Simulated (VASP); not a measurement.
Here is the system:

```yaml
crystal:
  lattice:
    - [2.83562, 0.00000, 0.00000]
    - [0.00000, 2.83562, 0.00000]
    - [0.00000, 0.00000, 2.83562]
  atoms:
    - { symbol: Al, position: [0.50000, 0.50000, 0.50000] }
    - { symbol: Co, position: [0.00000, 0.00000, 0.00000] }
```

The numbers are results of optB86b-vdW, VASP's PBE PAW potentials (set 64) (plane waves; VASP), not measurements. Settings: 520 eV cut-off, Gaussian smearing of 0.050 eV, potentials Al Co.

Task: Give the energies of bands 1 to 9 at the high-symmetry points, in eV from the Fermi level.

Result: 
```
band       Γ      X      M      R
----  ------  -----  -----  -----
1     -11.19  -6.84  -5.34  -4.05
2      -3.06  -6.73  -3.15  -4.05
3      -3.06  -2.46  -2.72  -4.05
4      -0.92  -1.80  -2.72  -0.25
5      -0.92  -1.80  -1.59  -0.25
6      -0.92  -0.80  -1.59   2.37
7       6.01   0.14  -0.29   2.37
8       6.01   8.43   2.41   2.37
9       6.01  10.65   3.53   4.26
```

It has no gap at this level: it comes out as a metal or semimetal.

The compound is CoAl in the CsCl type structure. It was relaxed first. The run is not spin-polarised, so no magnetic state was tried.
